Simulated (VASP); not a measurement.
Data:

```
TbTe
1.0
    4.05511     0.00000     0.00000
   -2.02756     3.51183     0.00000
    0.00000     0.00000     3.99545
Tb Te
1 1
Direct
  0.66667   0.33333   0.50000
  0.33333   0.66667   0.00000
```

Level of theory: PBEsol GGA, VASP's PBE PAW potentials (set 64) (plane waves; VASP). Run with 400 eV cut-off, Gaussian smearing of 0.050 eV, potentials Tb_3 Te.

The 4f electrons are frozen in the core of the lanthanide potential, so 4f levels, which can set the real gap, and their magnetism are missing.

Task: Give the energies of bands 5 to 10 at the high-symmetry points, in eV from the Fermi level.

Result: 
```csv
band,Γ,M,K,A,L,H
5,-2.20,-5.47,-4.90,-6.01,-4.56,-4.68
6,-2.20,-2.67,-3.98,-1.71,-4.26,-4.33
7,-1.77,-2.00,-2.66,-1.71,-3.04,-3.07
8,-1.21,-0.86,1.23,0.95,-0.08,0.45
9,1.79,2.24,1.42,0.95,2.92,2.42
10,2.76,3.52,2.00,2.59,3.69,3.63
```

It has no gap at this level: it comes out as a metal or semimetal.

The structure comes from a computed database's TbTe entry (P-6m2); how it stands against other phases isn't given here. It was relaxed first. The electron count is odd and the run is not spin-polarised, which forces a metal.
